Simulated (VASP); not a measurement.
An input for Ansatz (written as the equivalent of a VASP run, and not itself run):

Ansatz 0.2 input:
```yaml
crystal:
  lattice:
    - [2.5845850, -4.4741900, 0.0000000]
    - [2.5845850, 4.4741900, 0.0000000]
    - [-1.6380010, 0.0000000, 4.8020610]
  atoms:
    - { symbol: Te, position: [0.1664500, 0.8335500, 0.0000000] }
    - { symbol: Te, position: [0.8335500, 0.1664500, 0.0000000] }
    - { symbol: O, position: [0.0503100, 0.4290900, 0.7758400] }
    - { symbol: O, position: [0.9496900, 0.5709100, 0.2241600] }
    - { symbol: O, position: [0.5709100, 0.9496900, 0.2241600] }
    - { symbol: O, position: [0.4290900, 0.0503100, 0.7758400] }
    - { symbol: O, position: [0.1912600, 0.1912600, 0.2256400] }
    - { symbol: O, position: [0.8087400, 0.8087400, 0.7743600] }
kpoints:
  mp_grid: { grid: [4, 4, 4] }
hamiltonian:
  xc: pbesol
  pseudopotentials: { kind: paw }
scf:
  occupations: { method: fermi_dirac, width: 0.05 }
  max_iter: 100
output: { forces: true, stress: true, eigenvalues: true }
```

**Question.** Write the VASP files for the same calculation (PBEsol).

**Answer.** One answer among several that fit: 
### INCAR
```
ALGO = Normal
EDIFF = 1E-6
ENCUT = 400
GGA = PS
ISIF = 2
ISMEAR = -1
LASPH = T
LCHARG = F
LMAXMIX = 4
LREAL = F
LWAVE = F
NELM = 100
PREC = Accurate
SIGMA = 0.05
SYSTEM = TeO3
```

**KPOINTS**
```
Automatic mesh
0
Gamma
4 4 4
0 0 0
```

**POSCAR**
```
TeO3
1
    2.5845850000    -4.4741900000     0.0000000000
    2.5845850000     4.4741900000     0.0000000000
   -1.6380010000     0.0000000000     4.8020610000
Te O
2 6
Direct
  0.1664500000   0.8335500000   0.0000000000
  0.8335500000   0.1664500000   0.0000000000
  0.0503100000   0.4290900000   0.7758400000
  0.9496900000   0.5709100000   0.2241600000
  0.5709100000   0.9496900000   0.2241600000
  0.4290900000   0.0503100000   0.7758400000
  0.1912600000   0.1912600000   0.2256400000
  0.8087400000   0.8087400000   0.7743600000
```

POTCAR, in this order: Te O (PBE.64 set). Program: vasp_std.

The two are equivalent in intent, not identical: each code has its own PAW files, so the cut-off isn't converted (ENCUT is set for VASP's; basis.ecutwfc is left out, and Ansatz then takes the one that its files recommend); Ansatz stops its SCF on the density residual and VASP on the energy change (EDIFF).

The structure comes from a computed database's TeO3 entry; how it stands against other phases isn't given here. The cell was not relaxed at this level.
